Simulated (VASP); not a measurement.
An input for Ansatz (written as the equivalent of a VASP run, and not itself run):

Ansatz 0.2 input:
```yaml
crystal:
  lattice:
    - [0.0000000, 2.7662990, 2.7662990]
    - [2.7662990, 0.0000000, 2.7662990]
    - [2.7662990, 2.7662990, 0.0000000]
  atoms:
    - { symbol: Ca, position: [0.0000000, 0.0000000, 0.0000000] }
    - { symbol: F, position: [0.7500000, 0.7500000, 0.7500000] }
    - { symbol: F, position: [0.2500000, 0.2500000, 0.2500000] }
kpoints:
  mp_grid: { grid: [7, 7, 7] }
hamiltonian:
  xc: pbe
  pseudopotentials: { kind: paw }
scf:
  occupations: { method: gaussian, width: 0.01 }
  max_iter: 100
output: { forces: true, stress: true, eigenvalues: true }
```

Translate this input to VASP (INCAR, KPOINTS, POSCAR, choice of POTCAR).

This is not unique; one that fits is 
**POSCAR**
```
CaF2
5.5325980
  0.0000000000   0.5000000000   0.5000000000
  0.5000000000   0.0000000000   0.5000000000
  0.5000000000   0.5000000000   0.0000000000
Ca F
1 2
Cartesian
  0.0000000000   0.0000000000   0.0000000000
  0.7500000000   0.7500000000   0.7500000000
  0.2500000000   0.2500000000   0.2500000000
```

KPOINTS:
```
K-points
0
gamma
 7 7 7
```

### INCAR
```
# general
SYSTEM=CaF2
PREC  =Accurate
ENCUT =400
LREAL =F
LASPH =T   # aspherical one-centre terms

# electronic loop
EDIFF =1E-6   # SCF stop (eV)
NELM  =100   # most electronic steps
ALGO  =Normal   # blocked Davidson

# smearing
ISMEAR=0   # Gaussian
SIGMA =0.01   # width (eV)

# functional
GGA   =PE   # PBE

# ions
ISIF  =2   # forces and stress, cell fixed

# output
LWAVE =F
LCHARG=F
```

POTCAR, in this order: Ca_sv F (PBE.64 set). Program: vasp_std.

What does not carry over: each code has its own PAW files, so the cut-off isn't converted (ENCUT is set for VASP's; basis.ecutwfc is left out, and Ansatz then takes the one that its files recommend); Ansatz stops its SCF on the density residual and VASP on the energy change (EDIFF).

The structure comes from a computed database's CaF2 entry; how it stands against other phases isn't given here. The cell was not relaxed at this level.
